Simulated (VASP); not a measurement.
Level of theory: PBEsol GGA, VASP's PBE PAW potentials (set 64) (plane waves; VASP).

Input for VASP

**KPOINTS**
```
kpoints
0
gamma
11 11 11
0 0 0
```

### INCAR
```
SYSTEM = NiAl
PREC = Accurate
ENCUT = 400
EDIFF = 1E-8
NELM = 100
ALGO = Normal
LREAL = .FALSE.
LASPH = .TRUE.
ISMEAR = 1
SIGMA = 0.1
GGA = PS
LMAXMIX = 4
LWAVE = .FALSE.
LCHARG = .FALSE.
IBRION = 1
ISIF = 2
NSW = 30
EDIFFG = -0.001
```

POSCAR:
```
NiAl
1
    2.8628019755     0.0000000000     0.0000000000
    0.0000000000     2.8628019755     0.0000000000
    0.0000000000     0.0000000000     2.8628019755
Al Ni
1 1
Direct
  0.5000000000   0.5000000000   0.5000000000
  0.0000000000   0.0000000000   0.0000000000
```

POTCAR, in this order: Al Ni (PBE.64 set). Program: vasp_std.

Task: What will the output report for the number of irreducible k-points (NKPTS), largest plane-wave count, number of space-group operations, FFT grid (NGX, NGY, NGZ)?

Result: 
```json
{
 "number of irreducible k-points (NKPTS)": "56",
 "largest_plane_wave_count": "449",
 "number_of_space_group_operations": "48",
 "FFT grid (NGX, NGY, NGZ)": "20 × 20 × 20"
}
```

The compound is NiAl in the CsCl type structure. It was relaxed first. The start is the result of an earlier pass. The run is not spin-polarised, so no magnetic state was tried. The electron count is odd and the run is not spin-polarised, which forces a metal.
